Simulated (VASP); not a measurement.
Input:

```
HfO2
1.0
    0.00000     2.51931     2.51931
    2.51931     0.00000     2.51931
    2.51931     2.51931     0.00000
Hf O
1 2
Direct
  0.00000   0.00000   0.00000
  0.25000   0.25000   0.25000
  0.75000   0.75000   0.75000
```

Method: PBE GGA, VASP's PBE PAW potentials (set 64) (plane waves; VASP). Run with 620 eV cut-off, 8×8×8 Γ-centred mesh, Gaussian smearing of 0.050 eV, potentials Hf_pv O.

### Question
The ions, cell shape and volume at an external pressure of 10.0 GPa are relaxed. Predict the relaxed structure.

### Answer

```
HfO2
1.0
    0.00000     2.50457     2.50457
    2.50457     0.00000     2.50457
    2.50457     2.50457     0.00000
Hf O
1 2
Direct
  0.00000   0.00000   0.00000
  0.25000   0.25000   0.25000
  0.75000   0.75000   0.75000
```
Space group Fm-3m (225), at a tolerance of 0.03 Å.

### Question
How do energy and volume change from the first to the last step?

### Answer
The energy (σ→0) changes by +8.6 meV/atom and the volume by -1.7 %, in 3 ionic steps.

The compound is HfO2 in the fluorite structure, the high-temperature cubic form, which is unstable at 0 K; the monoclinic form is the stable one. This run relaxes it under an external pressure of 10 GPa. Symmetry was kept, so distortions that lower it aren't found.
